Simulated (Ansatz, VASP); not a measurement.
## Ta (Ta(110)) in two plane-wave programs

Wanted: the spread between two codes on one cell, functional and k mesh. Of the first pair: The structure shown is the start of the Ansatz relaxation below; VASP solves that cell, so the two are compared at the walk's first step.

Calculated with Ansatz 0.2.0; plane waves, with VASP 6.6.1 beside it; single point at PBEsol.

### 1. Starting point

The cell holds 4 atoms: 4 Ta. Its edges and angles: a = 2.867 Å, b = 2.867 Å, c = 25.022 Å, α = 90.0°, β = 90.0°, γ = 70.5°. Vacuum lies along c.

### 2. Ansatz: relaxation, PBEsol

Ansatz runs on its default PAW (the set named soft_2) files.

The two programs are compared at the cell with which this relaxation starts, whose forces are those of its first step.

Input file input.yaml:

```yaml
crystal:
  lattice:
    - [2.3405234457, -1.655, 0.0]
    - [2.3405234457, 1.655, 0.0]
    - [0.0, 0.0, 25.0215703372]
  atoms:
    - { symbol: Ta, position: [0.0, 0.0, 0.3596896549] }
    - { symbol: Ta, position: [0.5, 0.5, 0.453229885] }
    - { symbol: Ta, position: [0.0, 0.0, 0.546770115] }
    - { symbol: Ta, position: [0.5, 0.5, 0.6403103451] }
kpoints:
  mp_grid: { grid: [11, 11, 1] }
hamiltonian:
  xc: pbesol
scf:
  occupations: { method: fermi_dirac, width: 0.1 }
  convergence: { dr2_threshold: 1.0e-08 }
efield:
  axis: 3
  dipole_correction: true
  ramp_position: 0.97
  ramp_width: 0.06
relax:
  f_tol: 0.02
  max_steps: 60
  constraints: [{ sites: [0, 1] }]
output:
  write_potential: true
  write_density: true
  volumetric_format: npy
```

Command:

```
ansatz run input.yaml --threads 4 --pin off --max-ram 6144MiB --backend cpu --events-out ev --progress --plain --runs-dir out
```

Numbers of over 12 decimals in the logs are rounded to 6 here.

Log:

```text
Engine: ansatz 0.2.0, aarch64-unknown-linux-gnu
Pseudopotentials: kind: paw
Pseudopotential: Ta, paw, valence charge 13, recommended cutoff 420 eV (normal), Ta.paw.azcp
Functional definition: PBEsol
  exchange = pbesol_x
  correlation = pbesol_c
Crystal: 4 atoms, lattice volume = 193.845 Å³
Basis set: ecut = 420 eV, 3793 PW (Γ), exchange–correlation on 40×40×360 points (8 copies of the dense FFT grid, shifted against one another)
Bands: 32, of which v1, the nominal top of the filled ones, is band 26 counted from 1 (25 counted from 0)
Symmetry: 4 space group operations
k-points: 36 of 121
Non-local potential: Ta, projectors of the file, l = 0: 3, l = 1: 2, l = 2: 2, l = 3: 1
PAW form: soft (Blöchl's): semilocal exchange-correlation on the pseudo side does not see the compensation charge
PAW frozen core: Ta, regenerated for the run's functional, and the local potential with it (the file was generated under x = pbe(κ = 0.804, μ = 0.219515), c = pbe(β = 0.066725))
PAW one-centre angular grid: Ta, 590 points (default); XC on 64 Gauss nodes
Initial density: superposition of atomic densities (neutral atoms: chi_scale 0, normalization atom), corrected by the library's trained network
Initial wavefunctions: pseudopotential atomic-orbital guess
Functional: x = pbesol(κ = 0.804, μ = 0.123457), c = pbesol(β = 0.046)
SCF iter   1: F=—  HF=-39223.493536 eV  |F-HF|=—  |Δ(HF+E_count)|=         —  Δρ=6.21e-3  dr2=1.59e0  ethr=1.77e-3  p=0.000 e·Å  D=2.87e-15 V/Å  ΔV_dip=-0.00 eV  dr2_dipole=1.07e-8  V_vac-E_F(+/−)=5.15/5.15 eV  ⟨swp⟩=7.3  Hψ=5602  notcnv=0
efield: sawtooth ramp at fractional position 0.9700 (set: `efield.ramp_position`, or a place that a band, a saddle search or an elastic batch's reference lends), width 0.0600; the density the first Hamiltonian is built on has a dipole p = 0.000 e·Å; the dipole correction subtracts the counter field D = 2.87e-15 V/Å, which shifts the + side's vacuum level by -0.00 eV against the − side's; the planar-averaged density in the ramp window peaks in size at 1.7e-5 e/Å³
preconditioner: auto → LDOS  [metal: Δε(μ)=0.021 eV  Ē_g=3.859 eV  σ=0.100 eV  W_gap=0.05  n_scr=16 (ndim 8)  ℏωp=11.9 eV  f_vac=0.544  D(μ)=5.12/eV (n_scr^D=16)  β→1.0]
SCF iter   2: F=—  HF=-39223.441229 eV  |F-HF|=—  |Δ(HF+E_count)|=   5.23e-2  Δρ=1.91e-3  dr2=2.99e-2  ethr=1.77e-3  p=-0.000 e·Å  D=-3.77e-7 V/Å  ΔV_dip=0.00 eV  dr2_dipole=1.63e-7  V_vac-E_F(+/−)=4.91/4.91 eV  ⟨swp⟩=2.1  Hψ=1498  notcnv=0
SCF iter   3: F=—  HF=-39223.440761 eV  |F-HF|=—  |Δ(HF+E_count)|=   4.68e-4  Δρ=4.94e-4  dr2=3.60e-3  ethr=5.76e-5  p=-0.000 e·Å  D=-4.84e-6 V/Å  ΔV_dip=0.00 eV  dr2_dipole=1.07e-10  V_vac-E_F(+/−)=4.93/4.93 eV  ⟨swp⟩=2.1  Hψ=1522  notcnv=0
SCF iter   4: F=—  HF=-39223.440728 eV  |F-HF|=—  |Δ(HF+E_count)|=   3.29e-5  Δρ=1.36e-4  dr2=4.06e-5  ethr=6.92e-6  p=-0.000 e·Å  D=-2.17e-6 V/Å  ΔV_dip=0.00 eV  dr2_dipole=1.69e-10  V_vac-E_F(+/−)=4.91/4.91 eV  ⟨swp⟩=2.0  Hψ=1470  notcnv=0
SCF iter   5: F=—  HF=-39223.440729 eV  |F-HF|=—  |Δ(HF+E_count)|=   1.24e-6  Δρ=4.40e-5  dr2=6.06e-6  ethr=7.81e-8  p=-0.000 e·Å  D=-1.35e-6 V/Å  ΔV_dip=0.00 eV  dr2_dipole=5.76e-12  V_vac-E_F(+/−)=4.91/4.91 eV  ⟨swp⟩=3.2  Hψ=2360  notcnv=0
SCF iter   6: F=—  HF=-39223.440608 eV  |F-HF|=—  |Δ(HF+E_count)|=   1.21e-4  Δρ=1.61e-5  dr2=8.07e-7  ethr=1.17e-8  p=-0.000 e·Å  D=-6.42e-7 V/Å  ΔV_dip=0.00 eV  dr2_dipole=1.17e-12  V_vac-E_F(+/−)=4.91/4.91 eV  ⟨swp⟩=2.1  Hψ=1827  notcnv=0
SCF iter   7: F=—  HF=-39223.440608 eV  |F-HF|=—  |Δ(HF+E_count)|=   2.46e-7  Δρ=3.76e-6  dr2=2.45e-8  ethr=1.55e-9  p=-0.000 e·Å  D=-3.25e-7 V/Å  ΔV_dip=0.00 eV  dr2_dipole=9.32e-14  V_vac-E_F(+/−)=4.91/4.91 eV  ⟨swp⟩=2.1  Hψ=1728  notcnv=0
SCF iter   8: F=-39223.440608 eV  HF=-39223.440608 eV  |F-HF|=6.11e-9  |Δ(HF+E_count)|=   4.65e-8  Δρ=8.99e-7  dr2=2.17e-9  ethr=1.92e-11  p=-0.000 e·Å  D=-1.37e-7 V/Å  ΔV_dip=0.00 eV  dr2_dipole=1.03e-14  V_vac-E_F(+/−)=4.91/4.91 eV  ⟨swp⟩=11.1  Hψ=8735  notcnv=0
SCF 1 converged in 8 iterations: F = -39223.440608 eV  dr2 = 2.17e-9
  greatest PAW one-centre occupation: 1.000 electrons in one spin orbital (limit 2), on the Ta atom at site 1 (counted from 0), in its partial waves of l = 0
relax step   1: F+E_penalty+E_count = -39223.44060827 eV  Δ(F+E_penalty+E_count) = +0.000e0 eV  max|allowed force component| = 7.405e-1 eV/Å  Δτ_max = 0.0000 Å  (8 SCF iters, accepted)
[...]
relax step   3: F+E_penalty+E_count = -39223.50415037 eV  Δ(F+E_penalty+E_count) = -1.334e-2 eV  max|allowed force component| = 2.422e-1 eV/Å  Δτ_max = 0.0949 Å  (8 SCF iters, accepted)
[...]
relax step   4: F+E_penalty+E_count = -39223.50852736 eV  Δ(F+E_penalty+E_count) = -4.377e-3 eV  max|allowed force component| = 2.053e-2 eV/Å  Δτ_max = 0.0359 Å  (8 SCF iters, accepted)
[...]
relax step   5: F+E_penalty+E_count = -39223.50855402 eV  Δ(F+E_penalty+E_count) = -2.666e-5 eV  max|allowed force component| = 9.771e-4 eV/Å  Δτ_max = 0.0033 Å  (6 SCF iters, accepted)
NSCF: frozen V_eff on 36 k-points
the band table was solved once a step of the walk had ended and its energy, with any forces and stress, was formed, with the checks that follow a solve (5832 applications of the Hamiltonian). They found nothing against the state; the energy, forces and stress were not computed again (output.eigenvalues in the input reference)
SCF converged after 6 iterations
Free energy (F): -39223.508554 eV
Harris-Foulkes:  -39223.508554 eV  (|F-HF|=2.61e-9)
Internal energy: -39223.340694 eV  (E = F + TS)
E sigma→0 (E₀):  -39223.424624 eV
Entropy (-TS):   -0.167860 eV (-41.965 meV/atom)
Fermi energy:    3.986528 eV
Dipole field:    D = 0.003836 V/Å  (p = 0.004109 e·Å, saw-weighted, corrected)
Work function:   Φ+ = 4.8230 eV   Φ− = 4.9190 eV
Levels:          The Fermi level and band energies are counted from a zero that moves with the ramp; work functions are not
--- Per-component energies (eV) ---
  E_band       = -1180.900470
  E_kinetic    = 1459.089631
  E_local      = -56548.324861  (includes V_loc(G=0)·N_el)
  E_nonlocal   = 70.926299
  E_hartree    = 27553.642109
  E_xc         = -863.949367
  E_vxc        = -810.049444  (∫ρ·V_xc dr)
  E_paw        = -33089.690477  (= ΣΔE_a)
  E_vpaw       = -459.838014  (= ΣTr[D̂ρ^β])
  E_aug_tail   = 0.000546  (compensation charges beyond the density's cutoff)
  E_efield     = 0.000008  (sawtooth field / dipole correction)
  E_vefield    = 0.012096  (∫n·V_field dr)
  E_ewald      = 22194.110832
  E_core_change = 0.854586  (= ΣΔE_core)
  E_smearing   = -0.167860  (= −TS)
  E_closure    = -0.000000  (closes the sum)
  Σ components = -39223.508554   (vs F -39223.508554, Δ=0.00e0)
--- Forces (eV/Å), atoms counted from 1 ---
  atom   1  Ta     0.00000000     0.00000000     0.73788562
  atom   2  Ta     0.00000000     0.00000000    -0.73651551
  atom   3  Ta     0.00000000     0.00000000    -0.00038139
  atom   4  Ta     0.00000000     0.00000000    -0.00097715
  max |Σ_I F_I| component: 1.16e-5 eV/Å
--- Band table (eV; the first three rows and the last of 36) ---
  k-point 0: bands = [... 22 lower, 3.4723, 3.6659, 3.7853, 4.3702, 4.4707, 4.6492, 4.8248, 5.4293, ... 2 higher]
  k-point 1: bands = [... 22 lower, 3.3730, 3.6377, 3.7659, 4.1102, 4.3768, 4.7070, 4.9483, 5.0802, ... 2 higher]
  k-point 2: bands = [... 22 lower, 3.1898, 3.4427, 3.6062, 3.7283, 3.9633, 4.2920, 5.2641, 5.3723, ... 2 higher]
  k-point 35: bands = [... 22 lower, 2.5474, 3.2140, 3.7725, 5.3427, 5.4951, 6.1712, 6.4908, 6.7438, ... 2 higher]
--- Relaxed structure (5 steps of the walk, 5 accepted, 0 SCFs on fresh bases) ---
  F+E_penalty+E_count = -39223.50855402 eV   max|allowed force component| = 9.771e-4 eV/Å
  atoms:
    - { symbol: Ta, position: [0.0, 0.0, 0.3596896549] }
    - { symbol: Ta, position: [0.5, 0.5, 0.453230] }
    - { symbol: Ta, position: [0.0, 0.0, 0.544825] }
    - { symbol: Ta, position: [0.5, 0.5, 0.632573] }
```

### 3. VASP: single point, PBEsol, start cell, pair 1

The same cell, functional, mesh and smearing now go to VASP, with its own data sets.

Lines of VASP's logs that name or quote its potential files are left out, and so is its time.

Input file INCAR:

```
SYSTEM = Ta
PREC = Accurate
ENCUT = 400
EDIFF = 1E-06
NELM = 120
ISMEAR = -1
SIGMA = 0.1
LREAL = .FALSE.
ALGO = Normal
GGA = PS
NBANDS = 28
LASPH = .TRUE.
LORBIT = 11
LWAVE = .FALSE.
LCHARG = .FALSE.
ISIF = 2
LDIPOL = .TRUE.
IDIPOL = 3
DIPOL = 0.5 0.5 0.5
LVHAR = .TRUE.
GGA_COMPAT = .FALSE.
NELMDL = -8
KPAR = 4
```

Input file POSCAR:

```
Ta
1.0
    2.3405234457     -1.6550000000      0.0000000000
    2.3405234457      1.6550000000      0.0000000000
    0.0000000000      0.0000000000     25.0215703372
Ta
4
Direct
    0.9999999048      0.0000000000      0.3596896549
    0.4999999048      0.5000000000      0.4532298672
    0.9999999048      0.0000000000      0.5467701194
    0.4999999048      0.5000000000      0.6403103316
```

Input file KPOINTS:

```
Automatic mesh
0
Gamma
11 11 1
0 0 0
```

The projector-augmented-wave data sets are Ta_pv (PBE family, release 64).

Command:

```
mpirun -np 4 vasp_std
```

Log:

```text
[banner, memory and clock lines left out]
running    4 mpi-ranks, on    1 nodes
 distrk:  each k-point on    1 cores,    4 groups
 distr:  one band on    1 cores,    1 groups

 POSCAR found type information on POSCAR Ta
 POSCAR found :  1 types and       4 ions
|                                                                             |
|               ----> ADVICE to this user running VASP <----                  |
|                                                                             |
|     You enforced a specific xc type in the INCAR file but a different       |
|     [... a line on the potential file left out ...]
|     I HOPE YOU KNOW WHAT YOU ARE DOING!                                     |
|                                                                             |

 LDA part: xc-table for (Slater+PW92), standard interpolation
 POSCAR, INCAR and KPOINTS ok, starting setup
 FFT: planning ... GRIDC
 FFT: planning ... GRID_SOFT
 FFT: planning ... GRID
 WAVECAR not read
 entering main loop
       N       E                     dE             d eps       ncg     rms          rms(c)
DAV:   1     0.283129644174E+03    0.28313E+03   -0.23035E+04  2648   0.113E+03
DAV:   2    -0.389181522965E+02   -0.32205E+03   -0.31693E+03  2480   0.328E+02
DAV:   3    -0.511121145300E+02   -0.12194E+02   -0.11695E+02  2448   0.572E+01
DAV:   4    -0.516817564150E+02   -0.56964E+00   -0.55505E+00  2904   0.101E+01
DAV:   5    -0.516976179807E+02   -0.15862E-01   -0.15810E-01  2804   0.148E+00
DAV:   6    -0.516981963796E+02   -0.57840E-03   -0.57769E-03  2984   0.246E-01
DAV:   7    -0.516982223149E+02   -0.25935E-04   -0.25921E-04  2776   0.439E-02
DAV:   8    -0.516982241728E+02   -0.18578E-05   -0.18567E-05  2408   0.890E-03    0.258E+01
DAV:   9    -0.547964017935E+02   -0.30982E+01   -0.85046E+01  2724   0.413E+01    0.142E+01
DAV:  10    -0.556611131771E+02   -0.86471E+00   -0.15822E+02  2644   0.350E+01    0.138E+01
DAV:  11    -0.479375083499E+02    0.77236E+01   -0.37203E+01  2716   0.191E+01    0.359E+00
DAV:  12    -0.476648109619E+02    0.27270E+00   -0.32248E+00  2776   0.903E+00    0.108E+00
DAV:  13    -0.476891452680E+02   -0.24334E-01   -0.21902E-01  2540   0.278E+00    0.108E+00
DAV:  14    -0.476647464772E+02    0.24399E-01   -0.78155E-02  2408   0.973E-01    0.381E-01
[...]
DAV:  18    -0.476634810764E+02   -0.10974E-03   -0.16938E-04  2536   0.878E-02    0.313E-02
DAV:  19    -0.476636323095E+02   -0.15123E-03   -0.12506E-04  2556   0.505E-02    0.146E-02
DAV:  20    -0.476636946150E+02   -0.62306E-04   -0.20361E-05  2340   0.239E-02    0.107E-02
DAV:  21    -0.476637431011E+02   -0.48486E-04   -0.17534E-05  2240   0.269E-02    0.909E-03
DAV:  22    -0.476637548097E+02   -0.11709E-04   -0.28138E-06  1716   0.147E-02    0.475E-03
DAV:  23    -0.476637757220E+02   -0.20912E-04   -0.52302E-06  1948   0.151E-02    0.498E-03
DAV:  24    -0.476637791745E+02   -0.34525E-05   -0.94224E-07  1416   0.694E-03    0.131E-03
DAV:  25    -0.476637800406E+02   -0.86611E-06   -0.13315E-07  1272   0.174E-03
   1 F= -.47663780E+02 E0= -.47574357E+02  d E =-.178847E+00
```

From OUTCAR (step 3):

```text
ion  position               nearest neighbor table
   1  1.000  0.000  0.360-   2 2.87   2 2.87   2 3.31   2 3.31
   2  0.500  0.500  0.453-   1 2.87   1 2.87   3 2.87   3 2.87   1 3.31   1 3.31   3 3.31   3 3.31

  LATTYP: Found a base centered orthorhombic cell.
 ALAT       =     3.3100000000
 B/A-ratio  =     1.4142135624
 C/A-ratio  =     7.5593868088

 Subroutine GETGRP returns: Found  8 space group operations
 (whereof  4 operations were pure point group operations)

The static configuration has the point symmetry C_2v.
 The point group associated with its full space group is D_2h.

 Found     36 irreducible k-points:

   k-points           NKPTS =     36   k-points in BZ     NKDIM =     36   number of bands    NBANDS=     28

   dimension x,y,z NGX =    20 NGY =   20 NGZ =  168
   dimension x,y,z NGXF=    40 NGYF=   40 NGZF=  336

   ENCUT  =  400.0 eV  29.40 Ry    5.42 a.u.   4.67  4.67 40.80*2*pi/ulx,y,z

   NELECT =      44.0000    total number of electrons

 k-points in reciprocal lattice and weights: Automatic mesh
   0.00000000  0.00000000  0.00000000       0.008
   0.09090909  0.00000000  0.00000000       0.033
   0.18181818  0.00000000  0.00000000       0.033
   0.27272727  0.00000000  0.00000000       0.033
   0.36363636 -0.00000000  0.00000000       0.033
   0.45454545  0.00000000  0.00000000       0.033
   0.09090909  0.09090909  0.00000000       0.017
   0.18181818  0.09090909  0.00000000       0.033
   0.27272727  0.09090909  0.00000000       0.033
[...]
0.45454545  0.45454545  0.00000000       0.017
  -0.45454545  0.45454545  0.00000000       0.017

 dipolmoment           0.000000      0.000000      0.000005 electrons x Angstroem

 average (electrostatic) potential at core
       1 -43.0161       2 -42.5847       3 -42.5847       4 -43.0160

 E-fermi :  -0.9104

 k-point     1 :       0.0000    0.0000    0.0000
  band No.  band energies     occupation
    ...
     17      -2.3647      2.00000
     18      -1.9550      1.99994
     19      -1.3948      1.98437
     20      -1.2670      1.94506
     21      -1.1188      1.77872
     22      -0.6463      0.13318
     23      -0.5566      0.05652
     24      -0.4075      0.01301
     25       0.1922      0.00003
     26       0.1997      0.00003
    ...

 k-point     2 :       0.0909    0.0000    0.0000
  band No.  band energies     occupation
    ...
     18      -1.9268      1.99992
     19      -1.4814      1.99340
     20      -1.2755      1.94940
     21      -1.1156      1.77231
     22      -0.8929      0.91294
     23      -0.6303      0.11456
     24      -0.2947      0.00423
     25      -0.1404      0.00091
     26       0.2677      0.00002
     27       1.5987      0.00000
    ...

 k-point     3 :       0.1818    0.0000    0.0000
  band No.  band energies     occupation
    ...
     20      -1.4273      1.98869
     21      -1.3563      1.97713
     22      -1.1307      1.80119
     23      -0.9772      1.32247
     24      -0.8298      0.61753
     25       0.2884      0.00001
     26       0.5349      0.00000
     27       1.9232      0.00000
     28       2.0285      0.00000

  Total       -6.6661516     -6.6271810     -4.3221636      0.0000000      0.0000000      0.0000000
  in kB      -55.0972876    -54.7751864    -35.7236837      0.0000000      0.0000000      0.0000000
  external PRESSURE =     -48.5320526 kB  Pullay stress =       0.0000000 kB

  energy-cutoff  :      400.00
  volume of cell :      193.85
      direct lattice vectors                 reciprocal lattice vectors
     2.340523446 -1.655000000  0.000000000     0.213627426 -0.302114804  0.000000000
     2.340523446  1.655000000  0.000000000     0.213627426  0.302114804  0.000000000
     0.000000000  0.000000000 25.021570337     0.000000000  0.000000000  0.039965517

 POSITION                                       TOTAL-FORCE (eV/Angst)
 -----------------------------------------------------------------------------------
      2.34052     -1.65500      9.00000        -0.000000      0.000000      0.737420
      2.34052      0.00000     11.34052         0.000000      0.000000     -0.383502
      2.34052     -1.65500     13.68105         0.000000      0.000000      0.383502
      2.34052      0.00000     16.02157         0.000000      0.000000     -0.737420
 -----------------------------------------------------------------------------------
    total drift:                                0.000206     -0.000165      0.000602

  FREE ENERGIE OF THE ION-ELECTRON SYSTEM (eV)
  ---------------------------------------------------
  free  energy   TOTEN  =       -47.6637800406 eV

  energy  without entropy=      -47.4849332745  energy(sigma->0) =      -47.57435666

 vacuum level on the upper side and lower side of the slab         3.996         3.996

 total charge
# of ion       s       p       d       tot
------------------------------------------
    1        0.373   6.085   2.366   8.824
    2        0.367   6.176   2.361   8.904
    3        0.367   6.176   2.361   8.904
    4        0.373   6.085   2.366   8.824
--------------------------------------------------
tot          1.479  24.523   9.455  35.456

[... 3 further parts left out ...]
```

### 4. Differences

Known differences besides the potentials themselves: the data sets hold 52 valence electrons in Ansatz (on its default PAW (the set named soft_2) files) and 44 in VASP; the cutoff is 420 eV in Ansatz and 400 eV in VASP; Ansatz makes its cores anew for this functional, VASP keeps those of its PBE data sets. Total energies have different zeros and are not compared.

Forces (eV/Å; atoms numbered as in POSCAR):

| atom | Ansatz x, y, z | VASP x, y, z |
| --- | --- | --- |
| Ta1 | 0.000, 0.000, 0.740 | 0.000, 0.000, 0.737 |
| Ta2 | 0.000, 0.000, -0.377 | 0.000, 0.000, -0.384 |
| Ta3 | 0.000, 0.000, 0.377 | 0.000, 0.000, 0.384 |
| Ta4 | 0.000, 0.000, -0.740 | 0.000, 0.000, -0.737 |

The forces differ by 3.1 meV/Å r.m.s., which is 0.9 % of the r.m.s. force of 0.339 eV/Å (both taken over all components). With vacuum in the cell, a pressure given here is an average over mostly empty space and none of the material.

### 5. Ansatz: relaxation, PBEsol

This run makes the geometry at which the two programs are then compared.

The structure compared here is the end of the Ansatz relaxation.

input.yaml is that of step 2.

Command:

```
ansatz run input.yaml --threads 4 --pin off --max-ram 6144MiB --backend cpu --events-out ev --progress --plain --runs-dir out
```

Log:

```text
[...]
Crystal: 4 atoms, lattice volume = 193.845 Å³
Basis set: ecut = 420 eV, 3793 PW (Γ), exchange–correlation on 40×40×360 points (8 copies of the dense FFT grid, shifted against one another)
Bands: 32, of which v1, the nominal top of the filled ones, is band 26 counted from 1 (25 counted from 0)
Symmetry: 4 space group operations
k-points: 36 of 121
[...]
--- Relaxed structure (5 steps of the walk, 5 accepted, 0 SCFs on fresh bases) ---
  F+E_penalty+E_count = -39223.50855402 eV   max|allowed force component| = 9.771e-4 eV/Å
  atoms:
    - { symbol: Ta, position: [0.0, 0.0, 0.3596896549] }
    - { symbol: Ta, position: [0.5, 0.5, 0.453230] }
    - { symbol: Ta, position: [0.0, 0.0, 0.544825] }
    - { symbol: Ta, position: [0.5, 0.5, 0.632573] }
[key lines of the parts left out:]
SCF converged after 6 iterations
Free energy (F): -39223.508554 eV
Fermi energy:    3.986528 eV
Dipole field:    D = 0.003836 V/Å  (p = 0.004109 e·Å, saw-weighted, corrected)
Work function:   Φ+ = 4.8230 eV   Φ− = 4.9190 eV
```

[end of part 1 of 2]

[Lines on the potential files, build, host, timing and source positions are cut from VASP's logs without a mark.]

[Logs are printed without paths, hosts, clocks, repeated set-up lines and the standing remarks that a program may print on its own settings, such as how far it seeks lower states.]

[Hosts, paths, dates, database ids (printed as entryN), source tags and the programs' standing remarks are cut or masked in the printed files.]
